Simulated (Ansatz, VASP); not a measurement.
**CaMg in VASP and in Ansatz**

File INCAR:

```
ALGO = Fast
EDIFF = 1E-6
ENCUT = 520
ISIF = 2
ISMEAR = 0
LASPH = True
LCHARG = False
LREAL = False
LWAVE = False
NBANDS = 13
NELM = 100
PREC = Accurate
SIGMA = 0.1
```

KPOINTS

```
k-points
0
Gamma
  4 4 6
```

File POSCAR:

```
CaMg
1.0
    4.0273723800      0.0000000000      0.0000000000
    0.0000000000      4.0273723800      0.0000000000
    0.0000000000      0.0000000000      3.8616243500
Ca Mg
1 1
Direct
    0.0000000000      0.0000000000      0.5000000000
    0.5000000000      0.5000000000      0.0000000000
```

Input for Ansatz:

```yaml
crystal:
  lattice:
    - [4.02737238, 0.0, 0.0]
    - [0.0, 4.02737238, 0.0]
    - [0.0, 0.0, 3.86162435]
  atoms:
    - { symbol: Ca, position: [0.0, 0.0, 0.5] }
    - { symbol: Mg, position: [0.5, 0.5, 0.0] }
basis:
  ecutwfc: 420
kpoints:
  mp_grid: { grid: [4, 4, 6] }
hamiltonian:
  xc: lda
scf:
  occupations: { method: gaussian, width: 0.1 }
output:
  forces: true
  stress: true
  eigenvalues: true
```

The cell comes from a database or a generator and needn't be the stable form of this composition.

Alike in both runs: task single point; functional LDA; k mesh 4 × 4 × 6; occupations gaussian, width 0.1 eV; no spin polarisation.

|  | VASP | Ansatz |
| --- | --- | --- |
| version | VASP 6.6.1 | Ansatz 0.2.0 |
| potentials or method | VASP PAW LDA potentials, release 64 (Ca_sv, Mg) | scalar-relativistic, plane waves, PAW |
| plane-wave cutoff (eV) | 520 | 420 |
| valence electrons in the cell | 12 | 20 |

VASP gave:

| Item | Value |
| --- | --- |
| gap on the k mesh at the Fermi level (eV) | none |
| pressure (GPa) | -2.2 |
| largest component of the traceless stress (GPa) | 1.67 |

Task: What did Ansatz give for the same quantities?

Result: gap on the k mesh at the Fermi level (eV): none; pressure (GPa): -2.1; largest component of the traceless stress (GPa): 1.66.

A gap of «none» marks a metal or a gap that the smearing closes. The two sets of potentials don't hold the same shells in valence.

Caveats: the k mesh is coarse (spacing up to 0.39 Å⁻¹), so the values aren't converged.
